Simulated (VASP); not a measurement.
VASP runs on PtS₂ (1T layered) share one base input (PBE GGA, plane waves, VASP's PBE PAW potentials (set 64)) and change the settings named in each case.

INCAR:
```
SYSTEM=PtS2
PREC=Accurate; ENCUT=400; LREAL=.FALSE.
LASPH=.TRUE.
EDIFF=1E-6; NELM=100; ALGO=Normal
LMAXMIX=6
ISMEAR=0; SIGMA=0.05
GGA=PE
ISIF=2
LWAVE=.FALSE.; LCHARG=.FALSE.
```

**POSCAR**
```
PtS2
1
    1.8054000000    -3.1270450000     0.0000000000
    1.8054000000     3.1270450000     0.0000000000
    0.0000000000     0.0000000000     5.1408000000
Pt S
1 2
Direct
  0.0000000000   0.0000000000   0.0000000000
  0.3333330000   0.6666670000   0.2300000000
  0.6666670000   0.3333330000   0.7700000000
```

KPOINTS:
```
Regular mesh
0
gamma
6 6 4
0 0 0
```

POTCAR, in this order: Pt S (PBE.64 set). Program: vasp_std.

| change | E(σ→0) (eV/atom) | largest force (eV/Å) |
|---|---|---|
| base run | -5.1367 | 0.200 |
| ENCUT = 800, POTCAR Pt S_h (PBE.64 set) | -5.1318 | ___ |
| ENCUT = 520, POTCAR Pt_pv S (PBE.64 set) | -5.1349 | ___ |
| ENCUT = 520 | -5.1369 | 0.200 |
| ENCUT = 800 | -5.1371 | 0.199 |

Problem. What belongs in the gaps?

Solution. 
- ENCUT = 800, POTCAR Pt S_h (PBE.64 set), largest force (eV/Å): 0.218
- ENCUT = 520, POTCAR Pt_pv S (PBE.64 set), largest force (eV/Å): 0.215

Energies of different potentials or functionals have different zeros. Unless said otherwise, spin-orbit coupling is left out, though it shifts the bands of the heavy elements here.

Left out are runs that ran out of time, are held back, or changed the cell or the kind of run, fixed moments of cells without a moment, rows past the twelfth, gaps on odd meshes, pressures of charged cells and columns that move by less than the noise.

The compound is PtS2 in the 1T layered structure. The cell was not relaxed at this level, forces remain on its atoms.
